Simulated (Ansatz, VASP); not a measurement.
**YBe2Al2Au: VASP beside Ansatz**

```
CELL_PARAMETERS angstrom
4.37856 0.00000 0.00000
0.00000 4.37856 0.00000
0.00000 0.00000 5.70127
ATOMIC_POSITIONS crystal
Y 0.00000 0.00000 0.50000
Be 0.00000 0.50000 0.00000
Be 0.50000 0.00000 0.00000
Al 0.50000 0.50000 0.26773
Al 0.50000 0.50000 0.73227
Au 0.00000 0.00000 0.00000
```

Change from the starting cell: species swapped into the DyCr2Si2C type (P4/mmm, No. 123).

Alike in both runs: functional PBE; k mesh 8 × 8 × 8; occupations gaussian, width 0.1 eV; no spin polarisation.

Ansatz relaxed the structure, and its values are those at the end. VASP's run is a single point on that final structure, the one shown.

|  | VASP | Ansatz |
| --- | --- | --- |
| version | VASP 6.6.1 | Ansatz 0.2.0 |
| potentials or method | VASP PAW PBE potentials, release 64 (Y_sv, Be, Al, Au) | scalar-relativistic, plane waves, PAW |
| plane-wave cutoff (eV) | 520 | 420 |
| valence electrons in the cell | 32 | 40 |

```csv
,VASP,Ansatz,Ansatz less VASP
gap on the k mesh at the Fermi level (eV),none,none,-
pressure (GPa),-0.1,0.0,+0.07
```

A gap of «none» marks a metal or a gap that the smearing closes. The two sets of potentials don't hold the same shells in valence.

The runs have no spin-orbit coupling, so splittings on Au are missing.
